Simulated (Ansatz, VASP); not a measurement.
# Cross-check of TiIn2 between VASP and Ansatz

Wanted: the spread between two codes on one cell, functional and k mesh. The cell is generated by rule, not measured, and may not be a known phase. The cell is taken from a series of runs on this material, whose earlier steps may have relaxed, scaled, displaced or heated it; both programs get it as it stands.

Program: Ansatz 0.2.0. Level of theory: plane waves, with VASP 6.6.1 beside it; zone-centre phonons at PBEsol. Results are calculated unless marked as measured.

The structure was built from a prototype and need not be the compound's stable phase.

### Step 1. Set-up

The structure is hexagonal, space group P6/mmm (No. 191). The conventional cell has a = 4.861 Å, b = 4.861 Å, c = 2.964 Å, α = 90.00°, β = 90.00°, γ = 120.00°. Nearest to Ti lie 2 Ti at 2.96 Å and 12 In at 3.17 Å. Nearest to In lie 5 In at 2.81 to 2.96 Å and 6 Ti at 3.17 Å. Farther neighbours are not listed.

Structure file:

```xyz
3
Lattice="4.8611 0.0000 0.0000 -2.4306 4.2099 0.0000 0.0000 0.0000 2.9645" Properties=species:S:1:pos:R:3 pbc="T T T"
Ti    0.0000    0.0000    0.0000
In    0.0000    2.8066    1.4822
In    2.4306    1.4033    1.4822
```

### Step 2. VASP: zone-centre phonons, PBEsol

Second derivatives magnify differences that forces hide, and they need a tight electronic threshold.

Lines of VASP's logs that name or quote its potential files are left out, and so is its time.

Input file INCAR:

```
SYSTEM = TiIn2
PREC = Accurate
ENCUT = 500
EDIFF = 1E-08
NELM = 120
ISMEAR = 1
SIGMA = 0.15
LREAL = .FALSE.
ALGO = Normal
GGA = PS
NBANDS = 25
LASPH = .TRUE.
LORBIT = 11
LWAVE = .FALSE.
LCHARG = .FALSE.
ISIF = 2
IBRION = 8
GGA_COMPAT = .FALSE.
KPAR = 2
```

Input file POSCAR:

```
TiIn2
1.0
    4.8611268095      0.0000000000      0.0000000000
   -2.4305634048      4.2098593081      0.0000000000
    0.0000000000      0.0000000000      2.9644665336
Ti In
1 2
Direct
    0.0000000000      0.0000000000      0.0000000000
    0.3333333333      0.6666666667      0.5000000000
    0.6666666667      0.3333333333      0.5000000000
```

Input file KPOINTS:

```
Automatic mesh
0
Gamma
10 10 12
0 0 0
```

The projector-augmented-wave data sets are Ti_sv and In_d (PBE family, release 64).

Started as:

```console
> mpirun -np 2 vasp_std
```

Numbers of over 12 decimals in the logs are rounded to 6 here.

Log:

```text
[banner, memory and clock lines left out]
running    2 mpi-ranks, on    1 nodes
 distrk:  each k-point on    1 cores,    2 groups
 distr:  one band on    1 cores,    1 groups

 POSCAR found type information on POSCAR TiIn
 POSCAR found :  2 types and       3 ions
|                                                                             |
|               ----> ADVICE to this user running VASP <----                  |
|                                                                             |
|     You enforced a specific xc type in the INCAR file but a different       |
|     [... a line on the potential file left out ...]
|     I HOPE YOU KNOW WHAT YOU ARE DOING!                                     |
|                                                                             |

 LDA part: xc-table for (Slater+PW92), standard interpolation
 POSCAR, INCAR and KPOINTS ok, starting setup
 FFT: planning ... GRIDC
 FFT: planning ... GRID_SOFT
 FFT: planning ... GRID
 WAVECAR not read
 entering main loop
       N       E                     dE             d eps       ncg     rms          rms(c)
DAV:   1     0.356311719417E+03    0.35631E+03   -0.18762E+04  4908   0.211E+03
DAV:   2     0.145009092127E+02   -0.34181E+03   -0.33736E+03  4961   0.475E+02
DAV:   3    -0.148241135938E+02   -0.29325E+02   -0.29028E+02  7028   0.160E+02
DAV:   4    -0.161357092805E+02   -0.13116E+01   -0.13049E+01  7394   0.302E+01
DAV:   5    -0.161702687473E+02   -0.34559E-01   -0.34546E-01  6951   0.418E+00    0.111E+01
DAV:   6    -0.152375586843E+02    0.93271E+00   -0.27166E+01  6398   0.253E+01    0.738E+00
DAV:   7    -0.142882976841E+02    0.94926E+00   -0.10362E+01  5928   0.173E+01    0.343E+00
DAV:   8    -0.142013479109E+02    0.86950E-01   -0.10514E+00  5389   0.706E+00    0.120E+00
DAV:   9    -0.141861430217E+02    0.15205E-01   -0.16357E-01  5527   0.299E+00    0.458E-01
DAV:  10    -0.141857660532E+02    0.37697E-03   -0.61294E-03  7901   0.702E-01    0.335E-01
DAV:  11    -0.141855145639E+02    0.25149E-03   -0.22914E-03  7139   0.292E-01    0.355E-02
DAV:  12    -0.141855161095E+02   -0.15455E-05   -0.10481E-04  6916   0.751E-02    0.241E-02
DAV:  13    -0.141855115397E+02    0.45697E-05   -0.47240E-05  6970   0.346E-02    0.102E-02
DAV:  14    -0.141855095638E+02    0.19759E-05   -0.58048E-06  6241   0.173E-02    0.302E-03
DAV:  15    -0.141855096794E+02   -0.11560E-06   -0.18941E-07  7454   0.312E-03    0.853E-04
DAV:  16    -0.141855096576E+02    0.21738E-07   -0.19113E-08  4143   0.765E-04    0.231E-04
DAV:  17    -0.141855096601E+02   -0.24729E-08   -0.42622E-09  2778   0.371E-04
   1 F= -.14185510E+02 E0= -.14184137E+02  d E =-.411788E-02
 Linear response reoptimize wavefunctions to high precision
DAV:   1    -0.141855096584E+02    0.17071E-08   -0.83217E-10  3146   0.214E-04
DAV:   2    -0.141855096584E+02    0.18190E-10   -0.23654E-10  2695   0.128E-04
 Linear response DOF=           4
 Linear response progress:
  Degree of freedom:   1/  4
       N       E                     dE             d eps       ncg     rms          rms(c)
RMM:   1    -0.828945573114E+00   -0.82895E+00    0.70683E+00 11413   0.870E+01
RMM:   2    -0.762347672753E+00    0.66598E-01   -0.40217E-01 20638   0.366E+00    0.138E-01
RMM:   3    -0.761741438242E+00    0.60623E-03   -0.23352E-02 21971   0.909E-01    0.588E-02
RMM:   4    -0.761755146567E+00   -0.13708E-04   -0.11452E-02 24357   0.475E-01    0.222E-02
RMM:   5    -0.762793184705E+00   -0.10380E-02   -0.31525E-03 25396   0.216E-01    0.179E-02
RMM:   6    -0.763267984253E+00   -0.47480E-03   -0.88895E-04 25364   0.106E-01    0.146E-02
RMM:   7    -0.763566896952E+00   -0.29891E-03   -0.30886E-04 25269   0.601E-02    0.109E-02
RMM:   8    -0.764207372239E+00   -0.64048E-03   -0.97673E-05 24959   0.389E-02    0.683E-03
RMM:   9    -0.763899017202E+00    0.30836E-03   -0.39976E-05 24846   0.226E-02    0.351E-03
RMM:  10    -0.764007470658E+00   -0.10845E-03   -0.16150E-05 26331   0.130E-02    0.737E-04
RMM:  11    -0.764049224061E+00   -0.41753E-04   -0.48967E-06 26951   0.779E-03    0.169E-04
RMM:  12    -0.764042654479E+00    0.65696E-05   -0.32092E-06 27384   0.483E-03    0.327E-04
RMM:  13    -0.764045515987E+00   -0.28615E-05   -0.15968E-06 27885   0.320E-03    0.371E-04
RMM:  14    -0.764067873916E+00   -0.22358E-04   -0.13286E-06 25163   0.236E-03    0.198E-04
[...]
RMM:  29    -0.764065591634E+00    0.63764E-06   -0.48206E-07 26334   0.323E-04    0.794E-06
RMM:  30    -0.764065652613E+00   -0.60979E-07   -0.41369E-07 22325   0.308E-04    0.620E-06
RMM:  31    -0.764065672092E+00   -0.19478E-07   -0.43958E-07 22890   0.299E-04    0.555E-06
RMM:  32    -0.764065737163E+00   -0.65071E-07   -0.37166E-07 22396   0.291E-04    0.436E-06
RMM:  33    -0.764065712473E+00    0.24690E-07   -0.41662E-07 20834   0.285E-04    0.533E-06
RMM:  34    -0.764065704654E+00    0.78185E-08   -0.35601E-07 20514   0.279E-04    0.572E-06
RMM:  35    -0.764065708971E+00   -0.43164E-08   -0.39616E-07 19512   0.274E-04    0.595E-06
RMM:  36    -0.764065713895E+00   -0.49243E-08   -0.33631E-07 19116   0.270E-04    0.622E-06
 first order change of Fermi-energy   0.31323E-02
 force on displaced ion       1 direction 1 :  -2.134  -0.000   0.000
 Linear response progress:
  Degree of freedom:   2/  4
       N       E                     dE             d eps       ncg     rms          rms(c)
RMM:   1    -0.564517189875E+00   -0.56452E+00    0.31986E+01  5223   0.908E+01
RMM:   2    -0.507231756347E+00    0.57285E-01   -0.39098E-01  8880   0.332E+00    0.180E-01
RMM:   3    -0.505600412246E+00    0.16313E-02   -0.22926E-02  9658   0.790E-01    0.750E-02
RMM:   4    -0.504957341262E+00    0.64307E-03   -0.11443E-02 10498   0.389E-01    0.177E-02
RMM:   5    -0.505602141983E+00   -0.64480E-03   -0.37025E-03 11034   0.192E-01    0.176E-02
RMM:   6    -0.505919621633E+00   -0.31748E-03   -0.96555E-04 11290   0.893E-02    0.193E-02
RMM:   7    -0.505919480199E+00    0.14143E-06   -0.36779E-04 11563   0.509E-02    0.247E-02
RMM:   8    -0.506242373756E+00   -0.32289E-03   -0.98090E-05 10027   0.294E-02    0.180E-02
RMM:   9    -0.506495857951E+00   -0.25348E-03   -0.41874E-05 10336   0.201E-02    0.123E-02
RMM:  10    -0.506623185387E+00   -0.12733E-03   -0.15651E-05 10998   0.113E-02    0.927E-03
RMM:  11    -0.506781915619E+00   -0.15873E-03   -0.79959E-06 10794   0.861E-03    0.434E-03
RMM:  12    -0.506888200266E+00   -0.10628E-03   -0.49874E-06 11207   0.568E-03    0.145E-03
RMM:  13    -0.506847090179E+00    0.41110E-04   -0.42393E-06 10384   0.322E-03    0.542E-04
RMM:  14    -0.506852158108E+00   -0.50679E-05   -0.32834E-06 11250   0.217E-03    0.430E-04
[...]
RMM:  20    -0.506846706832E+00   -0.24133E-05   -0.11818E-06 10771   0.615E-04    0.190E-05
RMM:  21    -0.506846822407E+00   -0.11557E-06   -0.90128E-07 11928   0.534E-04    0.192E-05
RMM:  22    -0.506846986918E+00   -0.16451E-06   -0.75588E-07 11302   0.490E-04    0.165E-05
RMM:  23    -0.506847030033E+00   -0.43115E-07   -0.61317E-07 10771   0.453E-04    0.201E-05
RMM:  24    -0.506846998723E+00    0.31310E-07   -0.55987E-07 10167   0.425E-04    0.249E-05
RMM:  25    -0.506847015105E+00   -0.16382E-07   -0.38590E-07  9767   0.401E-04    0.271E-05
RMM:  26    -0.506847054931E+00   -0.39826E-07   -0.23176E-07  9640   0.381E-04    0.275E-05
RMM:  27    -0.506847027337E+00    0.27595E-07   -0.28664E-07  9487   0.361E-04    0.293E-05
 first order change of Fermi-energy   0.10447E-02
 force on displaced ion       1 direction 3 :   0.000   0.000  -2.657
 Linear response progress:
  Degree of freedom:   3/  4
       N       E                     dE             d eps       ncg     rms          rms(c)
RMM:   1    -0.239903233736E+00   -0.23990E+00   -0.87442E-02 25417   0.458E+00
RMM:   2    -0.242479993577E+00   -0.25768E-02   -0.28068E-02 35010   0.115E+00    0.121E-01
RMM:   3    -0.242656989170E+00   -0.17700E-03   -0.33818E-03 38127   0.403E-01    0.468E-02
RMM:   4    -0.242691099166E+00   -0.34110E-04   -0.51014E-04 41449   0.165E-01    0.285E-02
RMM:   5    -0.242763952995E+00   -0.72854E-04   -0.93948E-05 40844   0.821E-02    0.522E-03
RMM:   6    -0.242762651025E+00    0.13020E-05   -0.32785E-05 42199   0.411E-02    0.447E-03
RMM:   7    -0.242764937248E+00   -0.22862E-05   -0.13164E-05 42407   0.218E-02    0.392E-03
RMM:   8    -0.242765631832E+00   -0.69458E-06   -0.49295E-06 42543   0.126E-02    0.356E-03
RMM:   9    -0.242766029241E+00   -0.39741E-06    0.88019E-07 42808   0.773E-03    0.115E-03
RMM:  10    -0.242766363501E+00   -0.33426E-06   -0.94476E-07 44234   0.489E-03    0.468E-04
RMM:  11    -0.242766576944E+00   -0.21344E-06   -0.25021E-07 44791   0.316E-03    0.274E-04
RMM:  12    -0.242766662470E+00   -0.85525E-07   -0.42835E-07 45976   0.212E-03    0.372E-04
RMM:  13    -0.242766682983E+00   -0.20513E-07   -0.21624E-08 45713   0.147E-03    0.508E-04
RMM:  14    -0.242766799483E+00   -0.11650E-06   -0.13239E-07 44622   0.107E-03    0.768E-04
[...]
RMM:  18    -0.242765839785E+00   -0.16233E-06    0.77046E-08 45289   0.455E-04    0.724E-04
RMM:  19    -0.242766137955E+00   -0.29817E-06    0.21224E-07 41442   0.414E-04    0.220E-04
RMM:  20    -0.242766205095E+00   -0.67140E-07   -0.12429E-07 45779   0.341E-04    0.127E-04
RMM:  21    -0.242766280616E+00   -0.75522E-07   -0.29593E-08 43962   0.311E-04    0.226E-05
RMM:  22    -0.242766266617E+00    0.14000E-07   -0.44985E-08 46761   0.279E-04    0.382E-05
RMM:  23    -0.242766251088E+00    0.15529E-07   -0.23111E-08 46120   0.260E-04    0.405E-05
RMM:  24    -0.242766226991E+00    0.24097E-07   -0.57989E-08 44864   0.249E-04    0.172E-05
RMM:  25    -0.242766217627E+00    0.93643E-08   -0.30813E-08 45589   0.240E-04    0.330E-06
 first order change of Fermi-energy   0.12227E-03
 force on displaced ion       2 direction 1 :  -6.056  -0.002   0.000
 Linear response progress:
  Degree of freedom:   4/  4
       N       E                     dE             d eps       ncg     rms          rms(c)
RMM:   1    -0.222647869595E+00   -0.22265E+00   -0.57933E-02  9376   0.432E+00
RMM:   2    -0.226077676911E+00   -0.34298E-02   -0.23245E-02 13135   0.966E-01    0.501E-02
RMM:   3    -0.226025634844E+00    0.52042E-04   -0.18620E-03 14532   0.284E-01    0.287E-02
RMM:   4    -0.225927468895E+00    0.98166E-04   -0.25101E-04 14876   0.113E-01    0.183E-02
RMM:   5    -0.225919441818E+00    0.80271E-05   -0.59805E-05 15229   0.541E-02    0.387E-03
RMM:   6    -0.225922330029E+00   -0.28882E-05   -0.18403E-05 15269   0.279E-02    0.254E-03
RMM:   7    -0.225924485164E+00   -0.21551E-05   -0.69640E-06 15500   0.151E-02    0.260E-03
RMM:   8    -0.225925668812E+00   -0.11836E-05   -0.25018E-06 16033   0.863E-03    0.233E-03
RMM:   9    -0.225926514969E+00   -0.84616E-06   -0.13017E-06 15913   0.540E-03    0.488E-04
RMM:  10    -0.225925924502E+00    0.59047E-06   -0.45493E-07 16003   0.335E-03    0.817E-05
RMM:  11    -0.225925461569E+00    0.46293E-06   -0.30186E-07 16535   0.212E-03    0.107E-04
RMM:  12    -0.225925072148E+00    0.38942E-06   -0.73734E-08 16479   0.139E-03    0.492E-05
RMM:  13    -0.225925172918E+00   -0.10077E-06   -0.68952E-08 16777   0.956E-04    0.162E-05
RMM:  14    -0.225925166541E+00    0.63770E-08    0.63974E-09 16868   0.681E-04    0.216E-05
 first order change of Fermi-energy  -0.21813E-03
 force on displaced ion       2 direction 3 :  -0.000   0.000  -0.907
 Linear response finished
```

OUTCAR, selected parts (step 2):

```text
ion  position               nearest neighbor table
   1  0.000  0.000  0.000-   2 3.17   3 3.17   2 3.17   3 3.17   3 3.17   3 3.17   2 3.17   2 3.17
                             3 3.17   3 3.17   2 3.17   2 3.17
   2  0.333  0.667  0.500-   3 2.81   3 2.81   3 2.81   1 3.17   1 3.17   1 3.17   1 3.17   1 3.17
                             1 3.17
   3  0.667  0.333  0.500-   2 2.81   2 2.81   2 2.81   1 3.17   1 3.17   1 3.17   1 3.17   1 3.17
                             1 3.17

  LATTYP: Found a hexagonal cell.
 ALAT       =     4.8611268095
 C/A-ratio  =     0.6098311461

 Subroutine GETGRP returns: Found 24 space group operations
 (whereof 24 operations were pure point group operations)

The static configuration has the point symmetry D_6h.

 Found     98 irreducible k-points:

   k-points           NKPTS =     98   k-points in BZ     NKDIM =     98   number of bands    NBANDS=     25

   dimension x,y,z NGX =    36 NGY =   36 NGZ =   24
   dimension x,y,z NGXF=    72 NGYF=   72 NGZF=   48

   ENCUT  =  500.0 eV  36.75 Ry    6.06 a.u.   8.86  8.86  5.40*2*pi/ulx,y,z

   NELECT =      38.0000    total number of electrons

 k-points in reciprocal lattice and weights: Automatic mesh
   0.00000000  0.00000000  0.00000000       0.001
   0.10000000 -0.00000000  0.00000000       0.005
   0.20000000 -0.00000000  0.00000000       0.005
   0.30000000  0.00000000  0.00000000       0.005
   0.40000000  0.00000000  0.00000000       0.005
   0.50000000  0.00000000  0.00000000       0.003
   0.10000000  0.10000000  0.00000000       0.005
   0.20000000  0.10000000  0.00000000       0.010
   0.30000000  0.10000000  0.00000000       0.010
[...]
0.40000000  0.20000000  0.50000000       0.005
   0.30000000  0.30000000  0.50000000       0.005

 average (electrostatic) potential at core
       1 -71.6395       2 -91.7823       3 -91.7823

  Total        0.0102320      0.0102320      0.0276515     -0.0000000     -0.0000000      0.0000000
  in kB        0.2702206      0.2702206      0.7302618     -0.0000000     -0.0000000      0.0000000
  external PRESSURE =       0.4235677 kB  Pullay stress =       0.0000000 kB

  energy-cutoff  :      500.00
  volume of cell :       60.67
      direct lattice vectors                 reciprocal lattice vectors
     4.861126809  0.000000000  0.000000000     0.205713621  0.118768815  0.000000000
    -2.430563405  4.209859308  0.000000000     0.000000000  0.237537629  0.000000000
     0.000000000  0.000000000  2.964466534     0.000000000  0.000000000  0.337328821

 POSITION                                       TOTAL-FORCE (eV/Angst)
 -----------------------------------------------------------------------------------
      0.00000      0.00000      0.00000         0.000000      0.000000      0.000000
     -0.00000      2.80657      1.48223        -0.000000      0.000000     -0.000000
      2.43056      1.40329      1.48223         0.000000      0.000000      0.000000
 -----------------------------------------------------------------------------------
    total drift:                                0.000000      0.000000     -0.000000

 Eigenvectors and eigenvalues of the dynamical matrix
 ----------------------------------------------------

   1 f  =    4.846495 THz    30.451425 2PiTHz  161.661667 cm-1    20.043483 meV
             X         Y         Z           dx          dy          dz
      0.000000  0.000000  0.000000    -0.000000   -0.000000   -0.000000
     -0.000000  2.806573  1.482233    -0.253781    0.659996    0.000000
      2.430563  1.403286  1.482233     0.253781   -0.659996    0.000000

   2 f  =    4.846495 THz    30.451425 2PiTHz  161.661667 cm-1    20.043483 meV
             X         Y         Z           dx          dy          dz
      0.000000  0.000000  0.000000    -0.000000   -0.000000   -0.000000
     -0.000000  2.806573  1.482233     0.659996    0.253781    0.000000
      2.430563  1.403286  1.482233    -0.659996   -0.253781    0.000000

   3 f  =    4.053625 THz    25.469674 2PiTHz  135.214362 cm-1    16.764437 meV
             X         Y         Z           dx          dy          dz
      0.000000  0.000000  0.000000     0.000000    0.000000   -0.908564
     -0.000000  2.806573  1.482233    -0.000000   -0.000000    0.295391
      2.430563  1.403286  1.482233     0.000000    0.000000    0.295391

   4 f  =    3.631021 THz    22.814379 2PiTHz  121.117831 cm-1    15.016690 meV
             X         Y         Z           dx          dy          dz
      0.000000  0.000000  0.000000    -0.326213    0.848360    0.000000
     -0.000000  2.806573  1.482233     0.105822   -0.275204   -0.000000
      2.430563  1.403286  1.482233     0.105822   -0.275204   -0.000000

   5 f  =    3.631021 THz    22.814379 2PiTHz  121.117831 cm-1    15.016690 meV
             X         Y         Z           dx          dy          dz
      0.000000  0.000000  0.000000     0.848360    0.326213    0.000000
     -0.000000  2.806573  1.482233    -0.275204   -0.105822    0.000000
      2.430563  1.403286  1.482233    -0.275204   -0.105822   -0.000000

   6 f  =    0.996067 THz     6.258475 2PiTHz   33.225226 cm-1     4.119401 meV
             X         Y         Z           dx          dy          dz
      0.000000  0.000000  0.000000     0.000000    0.000000   -0.000000
     -0.000000  2.806573  1.482233     0.000000    0.000000   -0.707107
      2.430563  1.403286  1.482233     0.000000    0.000000    0.707107

   7 f/i=    0.006443 THz     0.040483 2PiTHz    0.214918 cm-1     0.026646 meV
             X         Y         Z           dx          dy          dz
      0.000000  0.000000  0.000000    -0.416064    0.027597    0.000000
     -0.000000  2.806573  1.482233    -0.641292    0.042536    0.000000
      2.430563  1.403286  1.482233    -0.641292    0.042536    0.000000

   8 f/i=    0.006443 THz     0.040483 2PiTHz    0.214918 cm-1     0.026646 meV
             X         Y         Z           dx          dy          dz
      0.000000  0.000000  0.000000    -0.027597   -0.416064   -0.000000
     -0.000000  2.806573  1.482233    -0.042536   -0.641292   -0.000000
      2.430563  1.403286  1.482233    -0.042536   -0.641292   -0.000000

   9 f/i=    0.010614 THz     0.066691 2PiTHz    0.354053 cm-1     0.043897 meV
             X         Y         Z           dx          dy          dz
      0.000000  0.000000  0.000000     0.000000   -0.000000    0.417745
     -0.000000  2.806573  1.482233     0.000000   -0.000000    0.642452
      2.430563  1.403286  1.482233     0.000000   -0.000000    0.642452

 ELASTIC MODULI CONTR FROM IONIC RELAXATION (kBar)
 Direction    XX          YY          ZZ          XY          YZ          ZX
 --------------------------------------------------------------------------------
 XX         -70.4285     70.4285     -0.0000      0.0000      0.0000      0.0000
 YY          70.4285    -70.4285      0.0000      0.0000     -0.0000      0.0000
 ZZ          -0.0000      0.0000     -0.0000      0.0000      0.0000      0.0000
 XY           0.0000      0.0000      0.0000    -70.4285     -0.0000      0.0000
 YZ           0.0000     -0.0000      0.0000     -0.0000     -0.0000      0.0000
 ZX           0.0000      0.0000      0.0000      0.0000      0.0000      0.0000
 --------------------------------------------------------------------------------
```

Energies printed during the response cycles are not total energies of the cell.

[end of part 1 of 2]

[Lines on the potential files, build, host, timing and source positions are cut from VASP's logs without a mark.]

[Logs are printed without paths, hosts, clocks, repeated set-up lines and the standing remarks that a program may print on its own settings, such as how far it seeks lower states.]

[Hosts, paths, dates, database ids (printed as entryN), source tags and the programs' standing remarks are cut or masked in the printed files.]
